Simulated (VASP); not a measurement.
Data:

```
CELL_PARAMETERS angstrom
      1.99636    -3.45781     0.00000
      1.99636     3.45781     0.00000
      0.00000     0.00000     4.87110
ATOMIC_POSITIONS crystal
  Al 0.00000 0.00000 0.00000
  Al 0.33333 0.66667 0.64812
  Al 0.66667 0.33333 0.35188
  Ni 0.33333 0.66667 0.14646
  Ni 0.66667 0.33333 0.85354
```

Method: r2SCAN meta-GGA with spin-orbit coupling, VASP's PBE PAW potentials (set 64) (plane waves; VASP). Run with 400 eV cut-off, 8×8×6 Γ-centred mesh, Gaussian smearing of 0.050 eV, potentials Al Ni.

**Question.** Give the energies of bands 19 to 32 at the high-symmetry points, in eV from the Fermi level.

**Answer.** 
| band | Γ | M | K | A | L | H |
|---|---|---|---|---|---|---|
| 19 | -1.81 | -2.26 | -2.38 | -1.79 | -2.41 | -2.00 |
| 20 | -1.81 | -2.26 | -2.38 | -1.79 | -2.41 | -2.00 |
| 21 | -1.64 | -2.06 | -1.92 | -1.77 | -1.92 | -1.91 |
| 22 | -1.64 | -2.06 | -1.92 | -1.77 | -1.92 | -1.91 |
| 23 | -1.63 | -1.86 | -1.90 | -1.76 | -1.79 | -1.77 |
| 24 | -1.63 | -1.86 | -1.90 | -1.76 | -1.79 | -1.77 |
| 25 | -1.27 | -1.56 | -1.85 | 2.93 | -1.71 | -1.65 |
| 26 | -1.27 | -1.56 | -1.85 | 2.93 | -1.71 | -1.65 |
| 27 | 1.38 | -1.55 | -0.86 | 2.99 | -1.02 | -1.39 |
| 28 | 1.38 | -1.55 | -0.86 | 2.99 | -1.02 | -1.39 |
| 29 | 1.40 | -1.29 | -0.84 | 3.00 | -0.32 | -1.32 |
| 30 | 1.40 | -1.29 | -0.84 | 3.00 | -0.32 | -1.32 |
| 31 | 3.37 | 1.53 | 1.38 | 3.09 | 1.70 | -0.01 |
| 32 | 3.37 | 1.53 | 1.38 | 3.09 | 1.70 | -0.01 |

It has no gap at this level: it comes out as a metal or semimetal.

The compound is Al3Ni2 in the sg164 structure. It was relaxed first.
